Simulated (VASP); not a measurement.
```
BN
1.0
    1.25200    -2.16853     0.00000
    1.25200     2.16853     0.00000
    0.00000     0.00000     6.66000
B N
2 2
Cartesian
  1.25200   0.72284   1.66500
  1.25200  -0.72284   4.99500
  1.25200  -0.72284   1.66500
  1.25200   0.72284   4.99500
```

Method: PBE GGA with spin-orbit coupling, VASP's PBE PAW potentials (set 64) (plane waves; VASP). Numerical set-up: 520 eV cut-off, 9×9×3 Γ-centred mesh, Gaussian smearing of 0.050 eV, potentials B N.

Problem. Give the stress tensor in GPa (positive for a compressed cell).

Solution. 
```
3.73  0.00  0.00
0.00  3.73  0.00
0.00  0.00  2.72
```
The pressure is its mean diagonal, 3.40 GPa.

The compound is BN in the hex structure. The cell was not relaxed at this level. The run is one of a series of settings (GGA_COMPAT = .FALSE., LSORBIT = .TRUE., MAGMOM = 0 0 0 0 0 0 0 0 0 0 0 0, program vasp_ncl against the base run), some of them coarse on purpose.
